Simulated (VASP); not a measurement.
Write the native input for VASP 6.6.1 that does the following.

```
Task                   : relaxation of cell and atoms
Functional             : PBE
Potentials or basis    : VASP PAW PBE potentials, release 64 (Na_pv, Cu, H)
Cutoff                 : 600 eV
k mesh                 : 8 × 8 × 8
Occupations            : gaussian, width 0.01 eV
Spin                   : no spin polarisation
Dipole correction      : no
Further INCAR settings : ALGO = Fast; EDIFF = 1e-07; IBRION = 2; EDIFFG = -0.01; NSW = 100; ISIF = 3
```

The structure of NaCu3H4 lies in POSCAR:

```
NaCu3H4
1.0
    4.2254142509      0.0000000000      0.0000000000
    0.0000000000      4.2254142509      0.0000000000
    0.0000000000      0.0000000000      4.2254142509
Na Cu H
1 3 4
Direct
    0.0000000000      0.0000000000      0.0000000000
    0.0000000000      0.5000000000      0.5000000000
    0.5000000000      0.5000000000      0.0000000000
    0.5000000000      0.0000000000      0.5000000000
    0.7080983947      0.7080983947      0.2919016053
    0.7080983947      0.2919016053      0.7080983947
    0.2919016053      0.7080983947      0.7080983947
    0.2919016053      0.2919016053      0.2919016053
```

The cell was built by a generator and needn't be a form met in nature.

The cell isn't the ideal one: species swapped into the Zn3CdSe4 type (P-43m, No. 215).

One way to write it, as run:

INCAR

```
ALGO = Fast
EDIFF = 1E-7
EDIFFG = -0.01
ENCUT = 600
GGA = PE
IBRION = 2
ISIF = 3
ISMEAR = 0
LASPH = True
LCHARG = False
LREAL = False
LWAVE = False
NELM = 60
NSW = 100
PREC = Accurate
SIGMA = 0.01
```

KPOINTS

```
k-points
0
Gamma
  8 8 8
```

Potentials or basis: VASP PAW PBE potentials, release 64 (Na_pv, Cu, H).

Launch:

```bash
$ cat potpaw_PBE.64/Na_pv/POTCAR potpaw_PBE.64/Cu/POTCAR potpaw_PBE.64/H/POTCAR > POTCAR
$ mpirun -np 1 vasp_std > vasp.out
```

It gave:

```
Pressure after relaxing : 0.1 GPa
Band gap on the k mesh  : 0.27 eV, indirect (least direct gap 1.46 eV)
```

Caveat: the relaxation stopped at its first step, so nothing moved.

It took 68 s on 1 thread of Intel(R) Xeon(R) 6975P-C (Granite Rapids), on a shared host, peak memory 0.25 GiB.
